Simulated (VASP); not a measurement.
Zr3AlN4:

```
CELL_PARAMETERS angstrom
3.21491 0.00000 0.00000
0.00000 3.21491 0.00000
0.00000 0.00000 8.97645
ATOMIC_POSITIONS crystal
Zr 0.50000 0.50000 0.24865
Zr 0.00000 0.00000 0.50000
Zr 0.50000 0.50000 0.75135
Al 0.00000 0.00000 0.00000
N 0.50000 0.50000 0.50000
N 0.00000 0.00000 0.77487
N 0.50000 0.50000 0.00000
N 0.00000 0.00000 0.22513
```

The cell comes from a database or a generator and needn't be the stable form of this composition.

```yaml
Program: VASP 6.6.1
Task: single point
Functional: PBE
Potentials_or_basis: VASP PAW PBE potentials, release 64 (Zr_sv, Al, N)
Cutoff: 520 eV
k_mesh: 8 × 8 × 3
Occupations: fermi-dirac, width 0.05 eV
Spin: no spin polarisation
```

On this cell: pressure -2.8 GPa; largest force 0.109 eV/Å; band gap on the k mesh none (metal or under the smearing width).

The same run follows on a disturbed copy (atoms moved at random, drawn with an rms of 0.05 Å):

```
Zr Al N
1.0
     3.21491    0.00000    0.00000
     0.00000    3.21491    0.00000
     0.00000    0.00000    8.97645
Zr Al N
3 1 4
Direct
  0.49162 0.51007 0.24498
  0.00443 0.00401 0.49842
  0.50852 0.48779 0.75711
  0.99964 0.00511 0.99876
  0.48114 0.51497 0.50408
  0.99686 0.99774 0.77338
  0.51317 0.48890 0.99733
  0.00584 0.97934 0.22109
```

Q: What changes?

A: The energy (extrapolated to zero smearing) moves by +19.1 meV/atom; pressure -1.7 GPa; largest force 1.173 eV/Å; band gap on the k mesh none (metal or under the smearing width).

Forces on the atoms (eV/Å):
```
Zr   0.465 -0.875  0.629
Zr  -0.773  0.181 -0.074
Zr  -0.446  0.482 -0.885
Al  -0.125  0.060  0.023
N    0.886 -0.469 -0.163
N    0.413 -0.260  0.113
N   -0.056 -0.091  0.399
N   -0.364  0.972 -0.041
```

Stress tensor (GPa, compression positive):
```
-1.22 -0.55  0.15
-0.55 -1.24 -0.03
 0.15 -0.03 -2.66
```
